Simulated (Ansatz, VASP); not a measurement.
**WC (Qusongite): VASP beside Ansatz**

Aim: how closely do two programs agree when they are given the same cell, functional and k mesh? The cell is taken from a series of VASP runs on this material, whose earlier steps may have relaxed, scaled or displaced it; both programs get it as it stands.

Program: Ansatz 0.2.0. Level of theory: plane waves, with VASP 6.6.1 beside it; relaxation of cell and atoms at PBE with D3(BJ). Results are calculated unless marked as measured.

### Step 1. Starting point

The structure is hexagonal, space group P-6m2 (No. 187). The conventional cell has a = 2.907 Å, b = 2.907 Å, c = 2.837 Å, α = 90.00°, β = 90.00°, γ = 120.00°. Nearest to W lie 6 C at 2.20 Å. Nearest to C lie 6 W at 2.20 Å. Farther neighbours are not listed.

### Step 2. VASP: relaxation of cell and atoms, PBE with D3(BJ)

The relaxed volume is the usual yardstick between codes: its relative difference is about their pressure difference at one cell divided by the bulk modulus.

Lines of VASP's logs that name or quote its potential files are left out, and so is its time.

File INCAR:

```
SYSTEM = WC
PREC = Accurate
ENCUT = 520
EDIFF = 1E-06
NELM = 100
ISMEAR = 0
SIGMA = 0.03
LREAL = .FALSE.
ALGO = Normal
GGA = PE
IVDW = 12
LORBIT = 11
LWAVE = .FALSE.
LCHARG = .FALSE.
KPAR = 2
IBRION = 2
NSW = 50
ISIF = 3
EDIFFG = -0.01
```

File POSCAR:

```
WC
1.0
    2.9065000000      0.0000000000      0.0000000000
   -1.4532500000      2.5171028361      0.0000000000
    0.0000000000      0.0000000000      2.8366000000
W C
1 1
Direct
    0.0000000000      0.0000000000      0.0000000000
    0.6666666667      0.3333333333      0.5000000000
```

File KPOINTS:

```
Automatic mesh
0
Gamma
8 8 8
0 0 0
```

The projector-augmented-wave data sets are W and C (PBE family, release 64).

On the command line:

```console
mpirun -np 2 vasp_std
```

Numbers of over 12 decimals in the logs are rounded to 6 here.

The program printed:

```text
[banner, memory and clock lines left out]
running    2 mpi-ranks, on    1 nodes
 distrk:  each k-point on    1 cores,    2 groups
 distr:  one band on    1 cores,    1 groups

 POSCAR found type information on POSCAR W C
 POSCAR found :  2 types and       2 ions
 LDA part: xc-table for (Slater+PW92), standard interpolation
 POSCAR, INCAR and KPOINTS ok, starting setup
 FFT: planning ... GRIDC
 FFT: planning ... GRID_SOFT
 FFT: planning ... GRID
 WAVECAR not read
 entering main loop
       N       E                     dE             d eps       ncg     rms          rms(c)
DAV:   1     0.256356482050E+02    0.25636E+02   -0.51636E+03   908   0.100E+03
DAV:   2    -0.237650546934E+02   -0.49401E+02   -0.48312E+02  1164   0.228E+02
DAV:   3    -0.256595127913E+02   -0.18945E+01   -0.18743E+01  1169   0.355E+01
DAV:   4    -0.256893436124E+02   -0.29831E-01   -0.29671E-01  1246   0.382E+00
DAV:   5    -0.256895848230E+02   -0.24121E-03   -0.24113E-03  1132   0.253E-01    0.340E+01
DAV:   6    -0.226572265568E+02    0.30324E+01   -0.17434E+01  1002   0.277E+01    0.113E+01
DAV:   7    -0.225645548256E+02    0.92672E-01   -0.65840E-01   948   0.726E+00    0.817E+00
DAV:   8    -0.225266183367E+02    0.37936E-01   -0.10857E-01  1009   0.285E+00    0.156E+00
DAV:   9    -0.225230960468E+02    0.35223E-02   -0.12282E-02   954   0.772E-01    0.178E-01
DAV:  10    -0.225230044848E+02    0.91562E-04   -0.78420E-04  1063   0.267E-01    0.205E-01
DAV:  11    -0.225229908539E+02    0.13631E-04   -0.56205E-05   981   0.629E-02    0.206E-02
DAV:  12    -0.225229894431E+02    0.14108E-05   -0.21283E-06   812   0.121E-02    0.152E-02
DAV:  13    -0.225229893482E+02    0.94896E-07   -0.87358E-07   485   0.895E-03
   1 F= -.23446619E+02 E0= -.23446367E+02  d E =-.234466E+02
[...]
2 F= -.23435767E+02 E0= -.23435690E+02  d E =0.108520E-01
[...]
3 F= -.23448140E+02 E0= -.23447956E+02  d E =-.152111E-02
[...]
4 F= -.23448138E+02 E0= -.23447952E+02  d E =-.151952E-02
[...]
5 F= -.23448140E+02 E0= -.23447973E+02  d E =-.152859E-05
 trial-energy change:   -0.000002  1 .order   -0.000003   -0.000054    0.000048
 step:   0.4494(harm=  0.4494)  dis= 0.00000  next Energy=   -23.448152 (dE=-0.143E-04)
 bond charge predicted
       N       E                     dE             d eps       ncg     rms          rms(c)
DAV:   1    -0.225180198154E+02    0.17139E-03   -0.50682E-04   908   0.198E-01    0.121E-02
DAV:   2    -0.225180165988E+02    0.32167E-05   -0.79259E-06  1049   0.276E-02    0.911E-03
DAV:   3    -0.225180155535E+02    0.10452E-05   -0.31308E-06   916   0.120E-02    0.139E-03
DAV:   4    -0.225180155733E+02   -0.19765E-07   -0.10951E-07   450   0.289E-03
   6 F= -.23448151E+02 E0= -.23447976E+02  d E =-.133392E-04
 curvature:  -0.22 expect dE=-0.112E-05 dE for cont linesearch -0.100E-09
 trial: gam= 0.02770 g(F)=  0.838E-51 g(S)=  0.506E-05 ort =-0.169E-06 (trialstep = 0.771E+00)
 search vector abs. value=  0.510E-05
 reached required accuracy - stopping structural energy minimisation
```

OUTCAR, selected parts (step 2):

```text
ion  position               nearest neighbor table
   1  0.000  0.000  0.000-   2 2.20   2 2.20   2 2.20   2 2.20   2 2.20   2 2.20
   2  0.667  0.333  0.500-   1 2.20   1 2.20   1 2.20   1 2.20   1 2.20   1 2.20

  LATTYP: Found a hexagonal cell.
 ALAT       =     2.9065000000
 C/A-ratio  =     0.9759504559

 Subroutine GETGRP returns: Found 12 space group operations
 (whereof 12 operations were pure point group operations)

The static configuration has the point symmetry D_3h.

 Found     50 irreducible k-points:

   k-points           NKPTS =     50   k-points in BZ     NKDIM =     50   number of bands    NBANDS=      9

   dimension x,y,z NGX =    24 NGY =   24 NGZ =   24
   dimension x,y,z NGXF=    48 NGYF=   48 NGZF=   48

   ENCUT  =  520.0 eV  38.22 Ry    6.18 a.u.   5.40  5.40  5.27*2*pi/ulx,y,z

   NELECT =      10.0000    total number of electrons

 k-points in reciprocal lattice and weights: Automatic mesh
   0.00000000  0.00000000  0.00000000       0.002
   0.12500000  0.00000000  0.00000000       0.012
   0.25000000  0.00000000  0.00000000       0.012
   0.37500000  0.00000000  0.00000000       0.012
   0.50000000  0.00000000  0.00000000       0.006
   0.12500000  0.12500000  0.00000000       0.012
   0.25000000  0.12500000  0.00000000       0.023
   0.37500000  0.12500000  0.00000000       0.023
   0.25000000  0.25000000  0.00000000       0.012
[...]
0.25000000  0.25000000  0.50000000       0.012
   0.37500000  0.25000000  0.50000000       0.012

 Edisp (eV)   -0.92995

 average (electrostatic) potential at core
       1 -37.1900       2 -46.0486

 E-fermi :   8.3892

 k-point     1 :       0.0000    0.0000    0.0000
  band No.  band energies     occupation
      1      -6.1080      2.00000
      2       4.0469      2.00000
      3       5.0200      2.00000
      4       5.0200      2.00000
      5       8.5368      0.00000
      6      11.6246      0.00000
      7      11.6246      0.00000
      8      14.0853      0.00000
      9      14.0853      0.00000

 k-point     2 :       0.1250    0.0000    0.0000
  band No.  band energies     occupation
      1      -5.7209      2.00000
      2       3.9804      2.00000
      3       4.7011      2.00000
      4       5.3989      2.00000
      5       7.5166      2.00000
      6      11.4828      0.00000
      7      12.7659      0.00000
      8      13.3278      0.00000
      9      13.8166      0.00000

 k-point     3 :       0.2500    0.0000    0.0000
  band No.  band energies     occupation
      1      -4.6951      2.00000
      2       2.8307      2.00000
      3       5.1214      2.00000
      4       6.0892      2.00000
      5       6.3795      2.00000
      6      11.1579      0.00000
      7      12.1585      0.00000
      8      13.3022      0.00000
      9      14.3341      0.00000

 Edisp (eV)   -0.93014

  Total      -0.00691    -0.00691    -0.01070     0.00000     0.00000     0.00000
  in kB      -0.53702    -0.53702    -0.83154     0.00000     0.00000     0.00000
  external pressure =       -0.64 kB  Pullay stress =        0.00 kB

  energy-cutoff  :      520.00
  volume of cell :       20.61
      direct lattice vectors                 reciprocal lattice vectors
     2.902043258 -0.000000000  0.000000000     0.344584801  0.198946128 -0.000000000
    -1.451021629  2.513243185  0.000000000     0.000000000  0.397892256 -0.000000000
     0.000000000  0.000000000  2.825963097    -0.000000000 -0.000000000  0.353861663

 POSITION                                       TOTAL-FORCE (eV/Angst)
 -----------------------------------------------------------------------------------
     -0.00000      0.00000      0.00000        -0.000000      0.000000      0.000000
      1.45102      0.83775      1.41298         0.000000     -0.000000     -0.000000
 -----------------------------------------------------------------------------------
    total drift:                               -0.000000      0.000000      0.000000

  FREE ENERGIE OF THE ION-ELECTRON SYSTEM (eV)
  ---------------------------------------------------
  free  energy   TOTEN  =       -23.4481514944 eV

  energy  without entropy=      -23.4477998245  energy(sigma->0) =      -23.44797566

 reached required accuracy - stopping structural energy minimisation

 total charge
# of ion       s       p       d       tot
------------------------------------------
    1        0.633   0.888   4.385   5.906
    2        0.857   1.574   0.000   2.431
--------------------------------------------------
tot          1.490   2.462   4.385   8.337

[... 3 further parts left out ...]
```

### Step 3. Ansatz: relaxation of cell and atoms, PBE with D3(BJ)

Ansatz runs on its default PAW (the set named soft_2) files.

The same cell, functional, mesh and smearing now go to Ansatz, which takes its cutoff from its data sets.

File input.yaml:

```yaml
crystal:
  lattice:
    - [2.9065, 0.0, 0.0]
    - [-1.45325, 2.5171028361, 0.0]
    - [0.0, 0.0, 2.8366]
  atoms:
    - { symbol: W, position: [0.0, 0.0, 0.0] }
    - { symbol: C, position: [0.6666666667, 0.3333333333, 0.5] }
hamiltonian:
  xc: pbe
  pseudopotentials: { kind: paw }
  dispersion: d3bj
kpoints:
  mp_grid: { grid: [8, 8, 8] }
scf:
  occupations: { method: gaussian, width: 0.03 }
relax:
  f_tol: 0.01
  max_steps: 60
  cell: { stress_tol: 0.05 }
output:
  forces: true
  stress: true
  write_density: true
  write_potential: true
  elf: true
  volumetric_format: npy
```

On the command line:

```console
ansatz run input.yaml --threads 4 --pin off --max-ram 9216MiB --backend cpu --events-out ev --progress --plain --runs-dir out
```

The program printed:

```text
Engine: ansatz 0.2.0, aarch64-unknown-linux-gnu
Pseudopotentials: kind: paw
Pseudopotential: W, paw, valence charge 14, recommended cutoff 420 eV (normal), W.paw.azcp
Pseudopotential: C, paw, valence charge 4, recommended cutoff 420 eV (normal), C.paw.azcp
Functional definition: PBE
  parameter kappa = 0.804
  parameter beta = 0.066725
  exchange = pbe_x(kappa = kappa, mu = beta*pi^2/3)
  correlation = pbe_c(beta = beta)
Crystal: 2 atoms, lattice volume = 20.752 Å³
Basis set: ecut = 420 eV, 405 PW (Γ), exchange–correlation on 40×40×40 points (8 copies of the dense FFT grid, shifted against one another)
Bands: 13, of which v1, the nominal top of the filled ones, is band 9 counted from 1 (8 counted from 0)
Symmetry: 12 space group operations
Space group: P-6m2 (ITA 187), of the structure as read, at distance tolerance 2.7e-5 Å
k-points: 50 of 512 (time reversal used)
Non-local potential: W, projectors of the file, l = 0: 3, l = 1: 2, l = 2: 2, l = 3: 1
Non-local potential: C, projectors of the file, l = 0: 2, l = 1: 2, l = 2: 1
PAW form: soft (Blöchl's): semilocal exchange-correlation on the pseudo side does not see the compensation charge
PAW one-centre angular grid: W, 590 points (default); XC on 64 Gauss nodes
PAW one-centre angular grid: C, 110 points (default); XC on 64 Gauss nodes
Initial density: superposition of atomic densities (neutral atoms: chi_scale 0, normalization atom), corrected by the library's trained network
Initial wavefunctions: pseudopotential atomic-orbital guess
Functional: x = pbe(κ = 0.804, μ = 0.219515), c = pbe(β = 0.066725)
SCF iter   1: F=—  HF=-10636.978496 eV  |F-HF|=—  |Δ(HF+E_count)|=         —  Δρ=7.02e-3  dr2=2.75e-3  ethr=1.77e-3  ⟨swp⟩=6.0  Hψ=3327  notcnv=0
preconditioner: auto → none  [metal: Δε(μ)=0.022 eV  Ē_g=10.096 eV  σ=0.030 eV  W_gap=0.39  n_scr=8 (ndim 8)  ℏωp=25.8 eV  f_vac=0.000  D(μ)=1.13/eV (n_scr^D=8)  sad-step TF]
SCF iter   2: F=—  HF=-10636.981059 eV  |F-HF|=—  |Δ(HF+E_count)|=   2.56e-3  Δρ=4.15e-3  dr2=1.13e-3  ethr=1.53e-5  ⟨swp⟩=2.0  Hψ=1239  notcnv=0
SCF iter   3: F=—  HF=-10636.982064 eV  |F-HF|=—  |Δ(HF+E_count)|=   1.00e-3  Δρ=4.36e-4  dr2=2.77e-5  ethr=6.28e-6  ⟨swp⟩=2.1  Hψ=1084  notcnv=0
SCF iter   4: F=—  HF=-10636.982053 eV  |F-HF|=—  |Δ(HF+E_count)|=   1.03e-5  Δρ=1.32e-4  dr2=1.48e-6  ethr=1.54e-7  ⟨swp⟩=2.5  Hψ=1055  notcnv=0
iter 5 did not close the SCF: its close was put off for the readings that it lacked (scf_convergence_deferred on its scf_iter line)
SCF iter   5: F=-10636.982054 eV  HF=-10636.982054 eV  |F-HF|=6.23e-8  |Δ(HF+E_count)|=   5.36e-7  Δρ=2.19e-5  dr2=8.45e-8  ethr=8.24e-9  ⟨swp⟩=2.0  Hψ=1043  notcnv=0
SCF iter   6: F=-10636.982054 eV  HF=-10636.982054 eV  |F-HF|=2.86e-9  |Δ(HF+E_count)|=   2.90e-8  Δρ=5.05e-6  dr2=4.44e-9  ethr=4.70e-10  ⟨swp⟩=5.9  Hψ=3705  notcnv=0
SCF 1 converged in 6 iterations: F = -10636.982054 eV  dr2 = 4.44e-9
  greatest PAW one-centre occupation: 1.000 electrons in one spin orbital (limit 2), on the W atom at site 0 (counted from 0), in its partial waves of l = 0
relax step   1: F+E_penalty+E_count = -10636.98205374 eV  Δ(F+E_penalty+E_count) = +0.000e0 eV  max|allowed force component| = 1.342e-16 eV/Å  Δτ_max = 0.0000 Å  P = -1.928 GPa  Ω = 20.752 Å³  (6 SCF iters, dr2 threshold 1.00e-7 eV, accepted)
[...]
relax step   2: F+E_penalty+E_count = -10636.98254032 eV  Δ(F+E_penalty+E_count) = -4.866e-4 eV  max|allowed force component| = 1.203e-16 eV/Å  Δτ_max = 0.0000 Å  P = +0.624 GPa  Ω = 20.630 Å³  energy of the carried Pulay correction = +2.381e-4 eV  (6 SCF iters, dr2 threshold 2.00e-7 eV, accepted)
[...]
relax step   3: F+E_penalty+E_count = -10636.98307076 eV  Δ(F+E_penalty+E_count) = -5.304e-4 eV  max|allowed force component| = 5.551e-17 eV/Å  Δτ_max = 0.0000 Å  P = +0.099 GPa  Ω = 20.649 Å³  energy of the carried Pulay correction = +2.009e-4 eV  (6 SCF iters, dr2 threshold 2.00e-7 eV, accepted)
[...]
relax step   4: F+E_penalty+E_count = -10636.98306343 eV  Δ(F+E_penalty+E_count) = +7.334e-6 eV  max|allowed force component| = 1.018e-16 eV/Å  Δτ_max = 0.0000 Å  P = -0.014 GPa  Ω = 20.656 Å³  energy of the carried Pulay correction = +1.884e-4 eV  (6 SCF iters, accepted)
[...]
relax step   5: F+E_penalty+E_count = -10636.98282247 eV  Δ(F+E_penalty+E_count) = +2.410e-4 eV  max|allowed force component| = 1.110e-16 eV/Å  Δτ_max = 0.0000 Å  P = -0.021 GPa  Ω = 20.656 Å³  stress off target by 2.51e-2 GPa  SCF on the basis re-selected at this cell (its energy is not comparable with the rows above)  (8 SCF iters)
basis re-selected at this cell: Δ(F+E_penalty+E_count) = +2.410e-4 eV, ΔP = -0.007 GPa vs the last step (what re-selecting the basis moved, of the pressure what is left beyond the Pulay correction that the steps carried, after the strain that the cell walked since its last selection, with what the two solves' SCF thresholds leave and, on support functions, any second-order correction that the steps lacked; it is no m [...]
SCF converged after 8 iterations
Free energy (F): -10636.982822 eV
Harris-Foulkes:  -10636.982822 eV  (|F-HF|=9.09e-12)
Internal energy: -10636.982386 eV  (E = F + TS)
E sigma→0 (E₀):  -10636.982604 eV
Entropy (-TS):   -0.000436 eV (-0.218 meV/atom)
Fermi energy:    20.710468 eV
--- Per-component energies (eV) ---
  E_band       = -56.447866
  E_kinetic    = 542.491908
  E_local      = -661.671081  (includes V_loc(G=0)·N_el)
  E_nonlocal   = 25.575355
  E_hartree    = 234.471292
  E_xc         = -316.728337
  E_vxc        = -300.675972  (∫ρ·V_xc dr)
  E_paw        = -8661.207916  (= ΣΔE_a)
  E_vpaw       = -131.110599  (= ΣTr[D̂ρ^β])
  E_aug_tail   = -0.000061  (compensation charges beyond the density's cutoff)
  E_ewald      = -1798.985201
  E_disp       = -0.928345  (pairwise vdW)
  E_smearing   = -0.000436  (= −TS)
  E_closure    = 0.000000  (closes the sum)
  Σ components = -10636.982822   (vs F -10636.982822, Δ=0.00e0)
--- Forces (eV/Å), atoms counted from 1 ---
  atom   1  W      0.00000000     0.00000000     0.00000000
  atom   2  C      0.00000000     0.00000000     0.00000000
  max |Σ_I F_I| component: 2.22e-16 eV/Å
--- Stress (GPa, compression-positive) ---
       -0.019168       0.000000       0.000000
        0.000000      -0.019168       0.000000
        0.000000       0.000000      -0.025064
  P = ⅓ Tr σ = -0.0211 GPa (-0.211 kbar)
--- Band table (eV; the first three rows and the last of 50) ---
  k-point 0: bands = [... 5 lower, 16.3650, 17.3241, 17.3241, 20.7966, 23.9670, 23.9670, 26.3450, 26.3450]
  k-point 1: bands = [... 5 lower, 16.1430, 17.4965, 17.4965, 20.8096, 22.8617, 22.8617, 26.8837, 26.8837]
  k-point 2: bands = [... 5 lower, 15.0709, 17.9533, 17.9533, 21.3322, 21.3322, 21.6609, 26.6797, 26.6797]
  k-point 49: bands = [... 5 lower, 13.6714, 15.1365, 18.9218, 20.0614, 25.3350, 27.0938, 27.7738, 30.1217]
--- Relaxed structure (4 steps of the walk, 4 accepted, 1 SCFs on fresh bases) ---
  F+E_penalty+E_count = -10636.98282247 eV   max|allowed force component| = 1.110e-16 eV/Å   (the final SCF, on the basis selected at the relaxed cell)
  cell:  # Å, volume = 20.6556 Å³
    - [2.904485, -2.2372560459287036e-19, 0]
    - [-1.452242, 2.515358, 0]
    - [0, 0, 2.827281]
  atoms:
    - { symbol: W, position: [-3.700743415524895e-17, 0, 0] }
    - { symbol: C, position: [0.666667, 0.333333, 0.5] }
```

It took 3.1 s on 4 threads of Arm Neoverse V1, shared host; peak memory 0.31 GiB; 8.9 s of CPU time.

### Step 4. Differences

Known differences besides the potentials themselves: both relaxations stop at a tolerance, which leaves soft axes loose, and VASP keeps its plane-wave basis; the data sets hold 18 valence electrons in Ansatz (default PAW (the set named soft_2) files) and 10 in VASP; the cutoff is 420 eV in Ansatz and 520 eV in VASP; VASP leaves aspherical gradient terms in its spheres out (LASPH is not set), Ansatz keeps them; Ansatz adds a Pulay correction to the stress that steers its cell, VASP none. Total energies have different zeros and are not compared.

Both answers:

```csv
quantity,Ansatz,VASP,difference
volume (Å³),20.66,20.61,+0.22 %
"edge a after relaxation, in the typed setting (Å)",2.905,2.902,+0.09 %
"edge c after relaxation, in the typed setting (Å)",2.827,2.826,+0.05 %
```

The walks stopped with -0.02 GPa left in Ansatz and -0.06 GPa in VASP; each walk ends within a tolerance, so the volume difference is uncertain by about these residues over the bulk modulus, most in soft cells.

### Step 5. Outcome

* difference in volume (relaxation of cell and atoms, PBE with D3(BJ)): 0.22 %

The difference in volume is 0.22 % (relaxation of cell and atoms, PBE with D3(BJ)), within the 1.2 % picked in this series as the mark of a large difference, as far as the stopping tolerances let one tell. How closely two codes agree says nothing of how well the functional describes the real material.

[Lines on the potential files, build, host, timing and source positions are cut from VASP's logs without a mark.]

[Logs are printed without paths, hosts, clocks, repeated set-up lines and the standing remarks that a program may print on its own settings, such as how far it seeks lower states.]

[Hosts, paths, dates, database ids (printed as entryN), source tags and the programs' standing remarks are cut or masked in the printed files.]
